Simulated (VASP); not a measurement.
Runs of VASP 6.6.1 on TiC. The structure is cubic, space group Fm-3m (No. 225). The conventional cell has a = 4.319 Å, b = 4.319 Å, c = 4.319 Å, α = 90.00°, β = 90.00°, γ = 90.00°. Around Ti (site symmetry m-3m) lie 6 C at 2.16 Å. Around C (site symmetry m-3m) lie 6 Ti at 2.16 Å. 

```tsv
level	potentials or basis	k mesh	grid for exact exchange (PRECFOCK)	screening parameter	gap on the mesh (eV)	pressure (GPa)
PBEsol	VASP PAW PBE potentials, release 64 (Ti_sv, C)	12 × 12 × 12	-	-	none	(b)
r2SCAN	VASP PAW PBE potentials, release 64 (Ti_sv, C)	12 × 12 × 12	-	-	none	2.7
LDA	VASP PAW LDA potentials, release 64 (Ti_sv, C)	12 × 12 × 12	-	-	none	-9.9
PBE	VASP PAW PBE potentials, release 64 (Ti_sv, C)	12 × 12 × 12	-	-	none	(a)
HSE06	VASP PAW PBE potentials, release 64 (Ti_sv, C)	7 × 7 × 7	Fast	0.2 1/A	none	-2.5
```

Alike in all rows: task single point; no spin polarisation; cell as given; cutoff (eV) 520; smearing fermi-dirac 0.05 eV.

Problem. Estimate the missing entries.

Solution. (a) 2.8; (b) -4.3.

Caveats: the PAW data sets were made with another functional, which shifts forces and pressure a little (some runs).

A gap of «none» marks a metal or a gap under the smearing width.
